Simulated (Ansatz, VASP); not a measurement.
**GaSb in two plane-wave programs**

One calculation is typed for both programs; each brings its own data sets. How far apart do they land? The cell is taken from a series of runs on this material, whose earlier steps may have relaxed, scaled, displaced or heated it; both programs get it as it stands.

Method: plane waves, with VASP 6.6.1 beside it; zone-centre phonons at LDA, in Ansatz 0.2.0.

### 1. Starting point

It takes space group F-43m (No. 216, cubic). Conventional cell: a = 6.049 Å, b = 6.049 Å, c = 6.049 Å, α = 90.00°, β = 90.00°, γ = 90.00°. Nearest to Ga lie 4 Sb at 2.62 Å. Nearest to Sb lie 4 Ga at 2.62 Å. Farther neighbours are not listed.

As a file:

```cif
data_structure
_symmetry_space_group_name_H-M 'F-43m'
_symmetry_Int_Tables_number 216
_cell_length_a 6.0487
_cell_length_b 6.0487
_cell_length_c 6.0487
_cell_angle_alpha 90.000
_cell_angle_beta 90.000
_cell_angle_gamma 90.000
_cell_volume 221.30
loop_
_atom_site_label
_atom_site_type_symbol
_atom_site_symmetry_multiplicity
_atom_site_Wyckoff_symbol
_atom_site_fract_x
_atom_site_fract_y
_atom_site_fract_z
_atom_site_occupancy
Ga1 Ga 4 a 0.00000 0.00000 0.00000 1
Sb1 Sb 4 d 0.25000 0.25000 0.75000 1
```

### 2. Ansatz: zone-centre phonons, LDA

Ansatz runs on its default PAW (the set named soft_2) files.

Second derivatives magnify differences that forces hide, and they need a tight electronic threshold.

input.yaml

```yaml
crystal:
  lattice:
    - [0.0, 3.024359446, 3.024359446]
    - [3.024359446, 0.0, 3.024359446]
    - [3.024359446, 3.024359446, 0.0]
  atoms:
    - { symbol: Ga, position: [0.0, 0.0, 0.0] }
    - { symbol: Sb, position: [0.25, 0.25, 0.25] }
kpoints:
  mp_grid: { grid: [14, 14, 14], shift: [0.5, 0.5, 0.5] }
hamiltonian:
  xc: lda
scf:
  occupations: { method: methfessel_paxton, width: 0.2 }
output:
  eigenvalues: true
phonons:
  method: dfpt
```

Started as:

```bash
ansatz run input.yaml --threads 4 --pin off --max-ram 8192MiB --backend cpu --events-out ev --progress --plain --runs-dir out
```

Numbers of over 12 decimals in the logs are rounded to 6 here.

Log:

```text
Warning: crystal.symmetry: narrowed to the stabiliser of the k-point mesh — unitary ops 24 → 6; excluded 18 operations that carry a point of the 14×14×14 mesh (shift [0.5, 0.5, 0.5]) off the mesh (the run samples exactly the mesh kpoints.mp_grid names, as under crystal.symmetry.detect: false, and its converged state has the mesh's symmetry, not the crystal's; ε∞, the Born charges and the force constants of a linear response (`dielectric:` by the response, `phonons.method: dfpt`) are averaged over those of the crystal's operations that the state keeps within a tolerance, where `mesh_tensors`, `unaveraged_element` or `gamma_mean_max_change_ev_ang2` stands beside them; [rest of the remark cut]
Engine: ansatz 0.2.0, x86_64-unknown-linux-gnu
Pseudopotentials: kind: paw
Pseudopotential: Ga, paw, valence charge 13, recommended cutoff 420 eV (normal), Ga.paw.azcp
Pseudopotential: Sb, paw, valence charge 15, recommended cutoff 420 eV (normal), Sb.paw.azcp
Functional definition: SPW92
  exchange = slater_x
  correlation = pw_c
Crystal: 2 atoms, lattice volume = 55.326 Å³
Basis set: ecut = 420 eV, 1067 PW (Γ), exchange–correlation on 60×60×60 points (8 copies of the dense FFT grid, shifted against one another)
Bands: 18, of which v1, the nominal top of the filled ones, is band 14 counted from 1 (13 counted from 0)
Symmetry: 6 space group operations
k-points: 735 of 2744 (irreducible under 2 space group operations, time reversal used)
Non-local potential: Ga, projectors of the file, l = 0: 2, l = 1: 2, l = 2: 3, l = 3: 1
Non-local potential: Sb, projectors of the file, l = 0: 2, l = 1: 2, l = 2: 2, l = 3: 2
PAW form: soft (Blöchl's): semilocal exchange-correlation on the pseudo side does not see the compensation charge
PAW frozen core: Ga, regenerated for the run's functional, and the local potential with it (the file was generated under x = pbe(κ = 0.804, μ = 0.219515), c = pbe(β = 0.066725))
PAW frozen core: Sb, regenerated for the run's functional, and the local potential with it (the file was generated under x = pbe(κ = 0.804, μ = 0.219515), c = pbe(β = 0.066725))
PAW one-centre angular grid: Ga, 590 points (default); XC on 64 Gauss nodes
PAW one-centre angular grid: Sb, 590 points (default); XC on 64 Gauss nodes
Initial density: superposition of atomic densities (neutral atoms: chi_scale 0, normalization atom), corrected by the library's trained network
Initial wavefunctions: pseudopotential atomic-orbital guess
Functional: x = slater, c = lda
SCF iter   1: F=—  HF=-10043.057770 eV  |F-HF|=—  |Δ(HF+E_count)|=         —  Δρ=5.91e-3  dr2=8.89e-3  ethr=1.77e-3  ⟨swp⟩=5.1  Hψ=65447  notcnv=0
preconditioner: auto → none  [insulator: Δε(μ)=0.376 eV  Ē_g=14.732 eV  σ=0.200 eV  W_gap=0.97  n_scr=14 (ndim 8)  ℏωp=21.2 eV  f_vac=0.084  D(μ)=-0.00/eV (n_scr^D=0)  ε∞_Penn≈3.1]
SCF iter   2: F=—  HF=-10043.054113 eV  |F-HF|=—  |Δ(HF+E_count)|=   3.66e-3  S|Δr|=    0.00e0  Δρ=2.43e-3  dr2=1.16e-3  ethr=3.17e-5  ⟨swp⟩=2.7  Hψ=29840  notcnv=0
SCF iter   3: F=—  HF=-10043.054113 eV  |F-HF|=—  |Δ(HF+E_count)|=   2.17e-7  S|Δr|=    0.00e0  Δρ=6.04e-4  dr2=1.37e-4  ethr=4.15e-6  ⟨swp⟩=2.2  Hψ=17728  notcnv=0
SCF iter   4: F=—  HF=-10043.054092 eV  |F-HF|=—  |Δ(HF+E_count)|=   2.03e-5  S|Δr|=    0.00e0  Δρ=2.20e-4  dr2=1.59e-5  ethr=4.90e-7  ⟨swp⟩=2.0  Hψ=19845  notcnv=0
SCF iter   5: F=—  HF=-10043.054082 eV  |F-HF|=—  |Δ(HF+E_count)|=   1.00e-5  S|Δr|=    0.00e0  Δρ=2.52e-5  dr2=2.75e-7  ethr=5.67e-8  ⟨swp⟩=2.0  Hψ=19845  notcnv=0
SCF iter   6: F=—  HF=-10043.054083 eV  |F-HF|=—  |Δ(HF+E_count)|=   8.04e-7  S|Δr|=    0.00e0  Δρ=5.53e-6  dr2=1.16e-8  ethr=9.82e-10  ⟨swp⟩=2.0  Hψ=21141  notcnv=0
SCF iter   7: F=—  HF=-10043.054083 eV  |F-HF|=—  |Δ(HF+E_count)|=   1.82e-9  S|Δr|=    0.00e0  Δρ=2.01e-6  dr2=1.23e-9  ethr=4.15e-11  ⟨swp⟩=2.0  Hψ=23528  notcnv=0
SCF iter   8: F=—  HF=-10043.054083 eV  |F-HF|=—  |Δ(HF+E_count)|=  7.75e-10  S|Δr|=    0.00e0  Δρ=3.74e-7  dr2=4.05e-11  ethr=4.39e-12  ⟨swp⟩=2.0  Hψ=23434  notcnv=0
SCF iter   9: F=-10043.054083 eV  HF=-10043.054083 eV  |F-HF|=5.46e-12  |Δ(HF+E_count)|=  2.36e-11  S|Δr|=    0.00e0  Δρ=6.04e-8  dr2=1.30e-12  ethr=1.00e-12  ⟨swp⟩=6.0  Hψ=61702  notcnv=0
SCF 1 converged in 9 iterations: F = -10043.054083 eV  dr2 = 1.30e-12
  greatest PAW one-centre occupation: 0.998 electrons in one spin orbital (limit 2), on the Sb atom at site 1 (counted from 0), in its partial waves of l = 2
DFPT response loops at Γ: preconditioner auto → Kerker (q_TF=auto, 2.436 Å⁻¹) (partly filled bands, converged f_vac=0.070); β = 1.00, the filter's whole step (`scf.mixing.beta` (0.50) is not read by the response loops under this deck's `scf.mixing.preconditioner`; to damp them name `kerker` or `kerker_dos`, under which they read `scf.mixing.beta`, and type it under 1.00, their step now; both keys bind the ground state too); Broyden in place of MSR1
SCF converged after 9 iterations
Stability not checked: this state was not tested for a lower state beside it, because cold or Methfessel-Paxton smearing, or corrected tetrahedra, fill the levels in a way that the test cannot read (fill_not_monotonic; see scf.lower_state_search)
Free energy (F): -10043.054083 eV
Harris-Foulkes:  -10043.054083 eV  (|F-HF|=5.46e-12)
Internal energy: -10043.054441 eV  (E = F + TS)
E sigma→0 (E₀):  -10043.054173 eV
Entropy (-TS):   0.000358 eV (0.179 meV/atom)
Fermi energy:    8.062426 eV
Step filling:    the computed levels leave a gap of 0.3896 eV = 1.9 smearing widths at the electron count; against every level under it full and every level over it empty, smearing changes F+E_penalty+E_count by +0.076 meV and its σ→0 estimate by -0.013 meV
--- Per-component energies (eV) ---
  E_band       = -260.073818
  E_kinetic    = 325.640183
  E_local      = -3877.216800  (includes V_loc(G=0)·N_el)
  E_nonlocal   = 793.226856
  E_hartree    = 1782.369131
  E_xc         = -207.033041
  E_vxc        = -156.395921  (∫ρ·V_xc dr)
  E_paw        = -6339.843839  (= ΣΔE_a)
  E_vpaw       = -910.066214  (= ΣTr[D̂ρ^β])
  E_aug_tail   = -0.000126  (compensation charges beyond the density's cutoff)
  E_ewald      = -2522.484109
  E_core_change = 2.287303  (= ΣΔE_core)
  E_smearing   = 0.000358  (= −TS)
  E_closure    = 0.000000  (closes the sum)
  Σ components = -10043.054083   (vs F -10043.054083, Δ=0.00e0)
--- Band table (eV; the first three rows and the last of 735) ---
  k-point 0: bands = [... 10 lower, -3.9292, 7.3091, 7.8097, 7.8097, 8.3448, 10.6372, 10.6372, 10.6418]
  k-point 1: bands = [... 10 lower, -3.8565, 6.4237, 7.5224, 7.7650, 8.8665, 10.7080, 10.7317, 11.0657]
  k-point 2: bands = [... 10 lower, -3.6775, 5.2371, 7.2122, 7.5592, 8.9836, 10.9837, 11.1339, 11.7777]
  k-point 734: bands = [... 10 lower, -2.2354, 1.2769, 6.4764, 6.6027, 8.3528, 11.5388, 11.6414, 14.2390]
--- Phonons (Γ-DFPT): 2 representative perturbations + reference, on 735 of 2744 k-points (Σ response iterations 6) ---
  k mesh reduced under 2 symmetry operations, with k and −k counted as one. Each operation leaves every solved perturbation unchanged. A smaller set is not used because it would not reduce the number of displacements times k-points to solve
  ASR residual: 1.420e-5 → 0.000e0 eV/Å²; symmetrization residual: 2.028e-5 eV/Å²
  The mean over the crystal's operations that its state keeps, some of which do not keep the k mesh, moved the zone centre's force constants by up to 6.614e-3 eV/Å²
  ASR residual per site (eV/Å²): 5.05e-6 1.42e-5
  Γ frequencies (cm⁻¹): 0.00 0.00 0.00 226.04 226.04 226.04
  non-analytic LO–TO correction: not included (Born effective charges unavailable; polar crystals: no LO–TO splitting at Γ)
```

In the SCF lines HF is the Harris–Foulkes energy and dr2 the Hartree energy of the density residual, in eV; the loop may stop once dr2 is under the threshold and the program's other checks hold. Hψ counts applications of the Hamiltonian.

[end of part 1 of 3]

[Lines on the potential files, build, host, timing and source positions are cut from VASP's logs without a mark.]

[Logs are printed without paths, hosts, clocks, repeated set-up lines and the standing remarks that a program may print on its own settings, such as how far it seeks lower states.]

[Hosts, paths, dates, database ids (printed as entryN), source tags and the programs' standing remarks are cut or masked in the printed files.]
